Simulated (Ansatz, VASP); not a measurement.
# PtSe2 in two plane-wave programs

Wanted: the spread between two codes on one cell, functional and k mesh. The structure shown is the start of the Ansatz relaxation below; VASP solves that cell, so the two are compared at the walk's first step.

Main program and level: Ansatz 0.2.0; plane waves, with VASP 6.6.1 beside it; single point at LDA.

## (1) The structure

The cell holds 3 atoms: 1 Pt and 2 Se. Cell: a = 3.724 Å, b = 3.724 Å, c = 28.862 Å, α = 90.0°, β = 90.0°, γ = 120.0°. As first built, before any earlier steps moved the atoms (in the runner's words): one layer cut from the layered crystal. Vacuum lies along c. The height across the vacuum is the one that the program set for its solve, not the one typed.

## (2) Ansatz: relaxation, LDA

Ansatz runs on its default PAW (the set named soft_2) files.

The two programs are compared at the cell with which this relaxation starts, whose forces are those of its first step.

input.yaml

```yaml
crystal:
  lattice:
    - [3.7239999979, 0.0, 0.0]
    - [-1.8619999989, 3.2250786018, 0.0]
    - [0.0, 0.0, 18.531]
  atoms:
    - { symbol: Pt, position: [0.0, 0.0, 0.5] }
    - { symbol: Se, position: [0.6666666667, 0.3333333333, 0.56829097] }
    - { symbol: Se, position: [0.3333333333, 0.6666666667, 0.43170903] }
  periodic: [true, true, false]
kpoints:
  mp_grid: { grid: [7, 7, 1] }
scf:
  occupations: { method: fermi_dirac, width: 0.05 }
hamiltonian:
  xc: lda
output:
  forces: true
  stress: true
relax:
  f_tol: 0.02
  max_steps: 50
  cell: {}
```

Started as:

```console
ansatz run input.yaml --threads 1 --pin off --max-ram 5120MiB --backend cpu --events-out ev --progress --plain --runs-dir out
```

Numbers of over 12 decimals in the logs are rounded to 6 here.

The program printed:

```text
Warning: crystal.periodic: the lattice vector that does not repeat stood 0.000° off the slab's normal, 18.531 Å along it as the deck builds it. The run solves the slab on a vector along the normal, 28.862 Å long, with every atom where it was (on the deck's vector they left 16.00 Å outside them, and the widest stretch free of ions among them is 1.27 Å). A fractional position that the run reports is one of the run's ce [...]
crystal.periodic: the lattice vector that does not repeat stood 0.000° off the slab's normal, 18.531 Å along it as the deck builds it. The run solves the slab on a vector along the normal, 28.862 Å long, with every atom where it was (on the deck's vector they left 16.00 Å outside them, and the widest stretch free of ions among them is 1.27 Å). A fractional position that the run reports is one of the run's cell, which [...]
Engine: ansatz 0.2.0, aarch64-unknown-linux-gnu
Pseudopotentials: kind: paw
Pseudopotential: Pt, paw, valence charge 18, recommended cutoff 420 eV (normal), Pt.paw.azcp
Pseudopotential: Se, paw, valence charge 16, recommended cutoff 420 eV (normal), Se.paw.azcp
Functional definition: SPW92
  exchange = slater_x
  correlation = pw_c
Crystal: 3 atoms, lattice volume = 346.638 Å³
Basis set: ecut = 420 eV, 6817 PW (Γ)
Bands: 30, of which v1, the nominal top of the filled ones, is band 25 counted from 1 (24 counted from 0)
Symmetry: 12 space group operations
Space group: P-3m1 (ITA 164), of the structure as read, at distance tolerance 7.0e-5 Å
k-points: 8 of 49
Non-local potential: Pt, projectors of the file, l = 0: 3, l = 1: 2, l = 2: 2, l = 3: 1
Non-local potential: Se, projectors of the file, l = 0: 2, l = 1: 2, l = 2: 3, l = 3: 1
PAW form: soft (Blöchl's): semilocal exchange-correlation on the pseudo side does not see the compensation charge
PAW frozen core: Pt, regenerated for the run's functional, and the local potential with it (the file was generated under x = pbe(κ = 0.804, μ = 0.219515), c = pbe(β = 0.066725))
PAW frozen core: Se, regenerated for the run's functional, and the local potential with it (the file was generated under x = pbe(κ = 0.804, μ = 0.219515), c = pbe(β = 0.066725))
PAW one-centre angular grid: Pt, 590 points (default); XC on 64 Gauss nodes
PAW one-centre angular grid: Se, 590 points (default); XC on 64 Gauss nodes
Initial density: superposition of atomic densities (neutral atoms: chi_scale 0, normalization atom), corrected by the library's trained network
Initial wavefunctions: pseudopotential atomic-orbital guess
Functional: x = slater, c = lda
SCF iter   1: F=—  HF=-23012.494402 eV  |F-HF|=—  |Δ(HF+E_count)|=         —  Δρ=2.24e-3  dr2=8.82e-3  ethr=1.77e-3  ⟨swp⟩=13.1  Hψ=1556  notcnv=0
preconditioner: auto → Resta (q_TF=auto, 1.976 Å⁻¹)  ε∞=2.0  [insulator: Δε(μ)=1.475 eV  Ē_g=9.546 eV  σ=0.050 eV  W_gap=1.00  n_scr=36 (ndim 8)  ℏωp=9.4 eV  f_vac=0.787  D(μ)=0.00/eV (n_scr^D=0)  ε∞_Penn≈2.0  vacuum switching on, ρ_ref=6.6e-3 e/Å³]
SCF iter   2: F=—  HF=-23012.487890 eV  |F-HF|=—  |Δ(HF+E_count)|=   6.51e-3  Δρ=1.12e-3  dr2=2.65e-3  ethr=1.76e-5  ⟨swp⟩=3.9  Hψ=676  notcnv=0  defer=2
SCF iter   3: F=—  HF=-23012.488016 eV  |F-HF|=—  |Δ(HF+E_count)|=   1.26e-4  Δρ=6.86e-4  dr2=1.93e-3  ethr=5.29e-6  ⟨swp⟩=3.5  Hψ=461  notcnv=0  defer=2
SCF iter   4: F=—  HF=-23012.487773 eV  |F-HF|=—  |Δ(HF+E_count)|=   2.43e-4  Δρ=1.72e-4  dr2=5.58e-5  ethr=3.87e-6  ⟨swp⟩=2.8  Hψ=326  notcnv=0  defer=2
SCF iter   5: F=—  HF=-23012.487735 eV  |F-HF|=—  |Δ(HF+E_count)|=   3.78e-5  Δρ=3.01e-5  dr2=3.15e-6  ethr=1.12e-7  ⟨swp⟩=3.2  Hψ=455  notcnv=0  defer=2
SCF iter   6: F=—  HF=-23012.487736 eV  |F-HF|=—  |Δ(HF+E_count)|=   6.76e-7  Δρ=6.99e-6  dr2=2.64e-7  ethr=6.30e-9  ⟨swp⟩=4.0  Hψ=571  notcnv=0  defer=2
SCF iter   7: F=-23012.487736 eV  HF=-23012.487736 eV  |F-HF|=3.25e-9  |Δ(HF+E_count)|=   2.08e-8  Δρ=1.47e-6  dr2=9.76e-9  ethr=2.00e-10  ⟨swp⟩=6.6  Hψ=1032  notcnv=0
SCF 1 converged in 7 iterations: F = -23012.487736 eV  dr2 = 9.76e-9
  greatest PAW one-centre occupation: 1.000 electrons in one spin orbital (limit 2), on the Se atom at site 2 (counted from 0), in its partial waves of l = 2
relax step   1: F+E_penalty+E_count = -23012.48773610 eV  Δ(F+E_penalty+E_count) = +0.000e0 eV  max|allowed force component| = 5.189e-2 eV/Å  Δτ_max = 0.0000 Å  P = -1.481 N/m  Ω = 346.638 Å³  fix = [c, alpha, beta]  reactions: c -0.000 N/m  (7 SCF iters, dr2 threshold 1.00e-7 eV, accepted)
[...]
relax step   2: F+E_penalty+E_count = -23012.50228990 eV  Δ(F+E_penalty+E_count) = -1.455e-2 eV  max|allowed force component| = 4.566e-3 eV/Å  Δτ_max = 0.0244 Å  P = -0.095 N/m  Ω = 337.625 Å³  energy of the carried Pulay correction = +3.917e-4 eV  fix = [c, alpha, beta]  reactions: c -0.000 N/m  (6 SCF iters, dr2 threshold 3.00e-7 eV, accepted)
[...]
relax step   3: F+E_penalty+E_count = -23012.50236595 eV  Δ(F+E_penalty+E_count) = -7.605e-5 eV  max|allowed force component| = 2.103e-3 eV/Å  Δτ_max = 0.0013 Å  P = +0.008 N/m  Ω = 337.053 Å³  energy of the carried Pulay correction = +4.169e-4 eV  fix = [c, alpha, beta]  reactions: c +0.000 N/m  (5 SCF iters, dr2 threshold 1.43e-8 eV, accepted)
[...]
relax step   4: F+E_penalty+E_count = -23012.50195127 eV  Δ(F+E_penalty+E_count) = +4.147e-4 eV  max|allowed force component| = 2.225e-3 eV/Å  Δτ_max = 0.0000 Å  P = +0.008 N/m  Ω = 337.053 Å³  fix = [c, alpha, beta]  reactions: c +0.000 N/m  stress off target by 7.92e-3 N/m on what of the cell is left free  SCF on the basis re-selected at this cell (its energy is not comparable with the rows above)  (6 SCF iters)
basis re-selected at this cell: Δ(F+E_penalty+E_count) = +4.147e-4 eV, ΔP = +0.000 N/m vs the last step (what re-selecting the basis moved, of the pressure what is left beyond the Pulay correction that the steps carried, after the strain that the cell walked since its last selection, with what the two solves' SCF thresholds leave and, on support functions, any second-order correction that the steps lacked; it is no m [...]
SCF converged after 6 iterations
Free energy (F): -23012.501951 eV
Harris-Foulkes:  -23012.501951 eV  (|F-HF|=1.02e-10)
Internal energy: -23012.501951 eV  (E = F + TS)
E sigma→0 (E₀):  -23012.501951 eV
Entropy (-TS):   -0.000000 eV (-0.000 meV/atom)
Fermi energy:    -5.135137 eV
--- Per-component energies (eV) ---
  E_band       = -1867.287685
  E_kinetic    = 877.477537
  E_local      = -121064.373993  (includes V_loc(G=0)·N_el)
  E_nonlocal   = -970.579651
  E_hartree    = 59830.426765
  E_xc         = -467.912833
  E_vxc        = -500.187047  (∫ρ·V_xc dr)
  E_paw        = -12832.796648  (= ΣΔE_a)
  E_vpaw       = 129.523095  (= ΣTr[D̂ρ^β])
  E_aug_tail   = -0.001015  (compensation charges beyond the density's cutoff)
  E_ewald      = 51610.359294
  E_core_change = 4.898594  (= ΣΔE_core)
  E_smearing   = -0.000000  (= −TS)
  E_closure    = -0.000000  (closes the sum)
  Σ components = -23012.501951   (vs F -23012.501951, Δ=0.00e0)
--- Forces (eV/Å), atoms counted from 1 ---
  atom   1  Pt    -0.00000000     0.00000000     0.00000000
  atom   2  Se     0.00000000     0.00000000     0.00222514
  atom   3  Se    -0.00000000    -0.00000000    -0.00222514
  max |Σ_I F_I| component: 6.94e-18 eV/Å
--- 2D stress c σ (N/m, compression-positive) ---
        0.007917       0.000000      -0.000000
       -0.000000       0.007917       0.000000
       -0.000000       0.000000       0.000000
  P = ½ c Tr σ = 0.0079 N/m
--- Relaxed structure (3 steps of the walk, 3 accepted, 1 SCFs on fresh bases) ---
  F+E_penalty+E_count = -23012.50195127 eV   max|allowed force component| = 2.225e-3 eV/Å   (the final SCF, on the basis selected at the relaxed cell)
  cell:  # Å, volume = 337.0532 Å³
    - [3.672152, -2.8465527275052727e-11, 0]
    - [-1.836076, 3.180177, 0]
    - [0, 0, 28.86199986028]
  atoms:
    - { symbol: Pt, position: [0, 0, 0.321028] }
    - { symbol: Se, position: [0.666667, 0.333333, 0.365767] }
    - { symbol: Se, position: [0.333333, 0.666667, 0.276289] }
```

The column dr2 measures how far the density is from self-consistency, as an energy; F and HF (Harris–Foulkes) agree once it is small.

## (3) VASP: single point, LDA, start cell

The same cell, functional (in two slightly different forms), mesh and smearing now go to VASP, with its own data sets.

Lines of VASP's logs that name or quote its potential files are left out, and so is its time.

INCAR

```
SYSTEM = PtSe2
PREC = Accurate
ENCUT = 400
EDIFF = 1E-06
NELM = 120
ISMEAR = -1
SIGMA = 0.05
LREAL = .FALSE.
ALGO = Normal
GGA = CA
NBANDS = 17
LASPH = .TRUE.
LORBIT = 11
LWAVE = .FALSE.
LCHARG = .FALSE.
ISIF = 2
LDIPOL = .TRUE.
IDIPOL = 3
DIPOL = 0.5 0.5 0.321
LVHAR = .TRUE.
GGA_COMPAT = .FALSE.
EFERMI = MIDGAP
NELMDL = -8
```

POSCAR

```
PtSe2
1.0
    3.7240000000      0.0000000000      0.0000000000
   -1.8620000000      3.2250790000      0.0000000000
    0.0000000000      0.0000000000     28.8620000000
Pt Se
1 2
Direct
    0.0000000000      0.0000000000      0.3210276488
    0.6666666150      0.3333332300      0.3648742291
    0.3333332300      0.6666664600      0.2771810685
```

KPOINTS

```
Automatic mesh
0
Gamma
7 7 1
0 0 0
```

The projector-augmented-wave data sets are Pt and Se (LDA family, release 64).

Started as:

```console
mpirun -np 1 vasp_std
```

The program printed:

```text
[banner, memory and clock lines left out]
running    1 mpi-ranks, on    1 nodes
 distrk:  each k-point on    1 cores,    1 groups
 distr:  one band on    1 cores,    1 groups

 POSCAR found type information on POSCAR PtSe
 POSCAR found :  2 types and       3 ions
 LDA part: xc-table for (Slater(with rela. corr.)+CA(PZ))
 , standard interpolation
 POSCAR, INCAR and KPOINTS ok, starting setup
 FFT: planning ... GRIDC
 FFT: planning ... GRID_SOFT
 FFT: planning ... GRID
 WAVECAR not read
 entering main loop
       N       E                     dE             d eps       ncg     rms          rms(c)
DAV:   1     0.161941127102E+03    0.16194E+03   -0.60522E+03   272   0.737E+02
DAV:   2     0.958022871829E+00   -0.16098E+03   -0.15219E+03   442   0.152E+02
DAV:   3    -0.174111725308E+02   -0.18369E+02   -0.18277E+02   333   0.663E+01
DAV:   4    -0.177140666185E+02   -0.30289E+00   -0.30164E+00   381   0.975E+00
DAV:   5    -0.177188359150E+02   -0.47693E-02   -0.47605E-02   357   0.115E+00
DAV:   6    -0.177190029005E+02   -0.16699E-03   -0.16697E-03   408   0.209E-01
DAV:   7    -0.177190090490E+02   -0.61485E-05   -0.61483E-05   371   0.371E-02
DAV:   8    -0.177190093380E+02   -0.28908E-06   -0.28872E-06   400   0.687E-03    0.131E+01
DAV:   9    -0.170221441178E+02    0.69687E+00   -0.47604E+00   310   0.199E+01    0.704E+00
DAV:  10    -0.168792832274E+02    0.14286E+00   -0.14712E+00   308   0.117E+01    0.321E+00
DAV:  11    -0.168050553258E+02    0.74228E-01   -0.14468E-01   344   0.379E+00    0.660E-01
DAV:  12    -0.168022027874E+02    0.28525E-02   -0.28064E-02   363   0.130E+00    0.224E-01
DAV:  13    -0.168023078985E+02   -0.10511E-03   -0.10778E-03   362   0.213E-01    0.249E-01
DAV:  14    -0.168023487077E+02   -0.40809E-04   -0.81606E-04   361   0.249E-01    0.215E-01
DAV:  15    -0.168025014433E+02   -0.15274E-03   -0.13035E-04   361   0.740E-02    0.187E-01
DAV:  16    -0.168024530526E+02    0.48391E-04   -0.31148E-05   357   0.368E-02    0.158E-01
DAV:  17    -0.168024409551E+02    0.12098E-04   -0.15382E-05   336   0.230E-02    0.131E-01
DAV:  18    -0.168024385300E+02    0.24250E-05   -0.10869E-05   346   0.162E-02    0.103E-01
DAV:  19    -0.168024391788E+02   -0.64871E-06   -0.30133E-05   320   0.277E-02    0.554E-02
DAV:  20    -0.168024423144E+02   -0.31357E-05   -0.79255E-06   363   0.135E-02    0.326E-02
DAV:  21    -0.168024454130E+02   -0.30985E-05   -0.16888E-06   286   0.607E-03    0.214E-02
DAV:  22    -0.168024470636E+02   -0.16506E-05   -0.80742E-07   298   0.520E-03    0.156E-02
DAV:  23    -0.168024484901E+02   -0.14265E-05   -0.71316E-07   290   0.405E-03    0.950E-03
DAV:  24    -0.168024489375E+02   -0.44748E-06   -0.27501E-07   300   0.270E-03
   1 F= -.16802449E+02 E0= -.16802449E+02  d E =-.200304E-06
```

OUTCAR, selected parts (step 3):

```text
ion  position               nearest neighbor table
   1  0.000  0.000  0.321-   3 2.49   2 2.49   2 2.49   3 2.49   3 2.49   2 2.49
   2  0.667  0.333  0.365-   1 2.49   1 2.49   1 2.49
   3  0.333  0.667  0.277-   1 2.49   1 2.49   1 2.49

  LATTYP: Found a hexagonal cell.
 ALAT       =     3.7240000000
 C/A-ratio  =     7.7502685285

 Subroutine GETGRP returns: Found 12 space group operations
 (whereof  6 operations were pure point group operations)

The static configuration has the point symmetry C_3v.
 The point group associated with its full space group is D_3d.

 Found      8 irreducible k-points:

   k-points           NKPTS =      8   k-points in BZ     NKDIM =      8   number of bands    NBANDS=     17

   dimension x,y,z NGX =    24 NGY =   24 NGZ =  192
   dimension x,y,z NGXF=    48 NGYF=   48 NGZF=  384

   ENCUT  =  400.0 eV  29.40 Ry    5.42 a.u.   6.07  6.07 47.07*2*pi/ulx,y,z

   NELECT =      22.0000    total number of electrons

 k-points in reciprocal lattice and weights: Automatic mesh
   0.00000000  0.00000000  0.00000000       0.020
   0.14285714  0.00000000  0.00000000       0.122
   0.28571429  0.00000000  0.00000000       0.122
   0.42857143  0.00000000  0.00000000       0.122
   0.14285714  0.14285714  0.00000000       0.122
   0.28571429  0.14285714  0.00000000       0.245
   0.42857143  0.14285714  0.00000000       0.122
   0.28571429  0.28571429  0.00000000       0.122

 dipolmoment           0.000000      0.000000      0.000003 electrons x Angstroem

 average (electrostatic) potential at core
       1 -78.1458       2 -68.1130       3 -68.1130

 E-fermi :  -3.1903

 k-point     1 :       0.0000    0.0000    0.0000
  band No.  band energies     occupation
    ...
      7      -6.9276      2.00000
      8      -5.1047      2.00000
      9      -4.5633      2.00000
     10      -4.0230      2.00000
     11      -4.0230      2.00000
     12      -0.8823      0.00000
     13      -0.8823      0.00000
     14       0.6225      0.00000
     15       1.2731      0.00000
     16       1.7288      0.00000
    ...

 k-point     2 :       0.1429    0.0000    0.0000
  band No.  band energies     occupation
    ...
      7      -7.0715      2.00000
      8      -5.7747      2.00000
      9      -4.2049      2.00000
     10      -4.0947      2.00000
     11      -4.0624      2.00000
     12      -2.0654      0.00000
     13      -1.1686      0.00000
     14       1.3403      0.00000
     15       1.7802      0.00000
     16       2.2802      0.00000
    ...

 k-point     3 :       0.2857    0.0000    0.0000
  band No.  band energies     occupation
    ...
      7      -7.1543      2.00000
      8      -6.2654      2.00000
      9      -4.8776      2.00000
     10      -4.6125      2.00000
     11      -4.2299      2.00000
     12      -2.4613      0.00000
     13      -1.2998      0.00000
     14       1.2441      0.00000
     15       2.4426      0.00000
     16       2.6147      0.00000
    ...

  Total       -0.9704141     -0.9704143     -0.0512268      0.0000000      0.0000000     -0.0000000
  in kB       -4.4852970     -4.4852982     -0.2367727      0.0000000      0.0000000     -0.0000000
  external PRESSURE =      -3.0691226 kB  Pullay stress =       0.0000000 kB

  energy-cutoff  :      400.00
  volume of cell :      346.64
      direct lattice vectors                 reciprocal lattice vectors
     3.724000000  0.000000000  0.000000000     0.268528464  0.155034962  0.000000000
    -1.862000000  3.225079000  0.000000000     0.000000000  0.310069924  0.000000000
     0.000000000  0.000000000 28.862000000     0.000000000  0.000000000  0.034647634

 POSITION                                       TOTAL-FORCE (eV/Angst)
 -----------------------------------------------------------------------------------
      0.00000      0.00000      9.26550        -0.000000     -0.000000      0.000000
      1.86200      1.07503     10.53100        -0.000000      0.000000     -0.006003
      0.00000      2.15005      8.00000         0.000000      0.000000      0.006003
 -----------------------------------------------------------------------------------
    total drift:                                0.000000      0.000339      0.000092

  FREE ENERGIE OF THE ION-ELECTRON SYSTEM (eV)
  ---------------------------------------------------
  free  energy   TOTEN  =       -16.8024489375 eV

  energy  without entropy=      -16.8024487372  energy(sigma->0) =      -16.80244884

 vacuum level on the upper side and lower side of the slab         2.002         2.002

 total charge
# of ion       s       p       d       tot
------------------------------------------
    1        0.691   0.726   8.033   9.450
    2        1.481   2.256   0.062   3.798
    3        1.481   2.256   0.062   3.798
--------------------------------------------------
tot          3.653   5.237   8.156  17.046

[... 3 further parts left out ...]
```

## (4) Comparison

Known differences besides the potentials themselves: the two LDA forms differ slightly; Ansatz cuts the interaction across the vacuum, VASP repeats the sheet with a dipole correction; the data sets hold 50 valence electrons in Ansatz (on its default PAW (the set named soft_2) files) and 22 in VASP; the cutoff is 420 eV in Ansatz and 400 eV in VASP; VASP's log shows a relativistic correction to its local exchange, Ansatz's none. Total energies have different zeros and are not compared.

At this near-relaxed geometry the largest component of a force difference is 46 meV/Å. With vacuum in the cell, a pressure given here is an average over mostly empty space and none of the material.

## (5) Outcome

```
r.m.s. force difference (single point, LDA, start cell) : 22 meV/Å
```

What this shows: The r.m.s. force difference is 22 meV/Å (single point, LDA, start cell), beyond the 12 meV/Å picked in this series as the mark of a large difference. The data sets hold unlike numbers of valence electrons (50 in Ansatz and 22 in VASP), so part of the differences comes from the potentials. What causes the difference of the single point, LDA, start cell pair stays open here. 1 further run of this series is not shown here. Such differences can come from data sets, numerical settings and the points named under the comparisons, not from the functional's error against experiment.

[Lines on the potential files, build, host, timing and source positions are cut from VASP's logs without a mark.]

[Logs are printed without paths, hosts, clocks, repeated set-up lines and the standing remarks that a program may print on its own settings, such as how far it seeks lower states.]

[Hosts, paths, dates, database ids (printed as entryN), source tags and the programs' standing remarks are cut or masked in the printed files.]
